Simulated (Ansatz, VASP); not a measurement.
## InW: VASP beside Ansatz

```
In W
1.0
     3.45698    0.00000    0.00000
     0.00000    3.45698    0.00000
     0.00000    0.00000    3.45698
In W
1 1
Direct
  0.00000 0.00000 0.00000
  0.50000 0.50000 0.50000
```

Alike in both runs: task relaxation of cell and atoms; functional PBE; k mesh 6 × 6 × 6; occupations gaussian, width 0.1 eV; no spin polarisation.

```csv
,VASP,Ansatz
version,VASP 6.6.1,Ansatz 0.2.0
potentials or method,"VASP PAW PBE potentials, release 64 (In_d, W_sv)","scalar-relativistic, plane waves, PAW"
plane-wave cutoff (eV),600,420
valence electrons in the cell,27,27
```

VASP gave:

```
gap on the k mesh at the Fermi level, each at its own relaxed structure (eV) : none
relaxed volume (Å³/atom)                                                     : 18.33
relaxed cell length with the largest relative difference (Å)                 : 3.322
energy change over the relaxation (meV/atom)                                 : -121
```

**Question.** Estimate Ansatz's values.

**Answer.** gap on the k mesh at the Fermi level, each at its own relaxed structure (eV): none; relaxed volume (Å³/atom): 18.29; relaxed cell length with the largest relative difference (Å): 3.320; energy change over the relaxation (meV/atom): -123.

A gap of «none» marks a metal or a gap that the smearing closes.

The runs have no spin-orbit coupling, so splittings on W are missing.
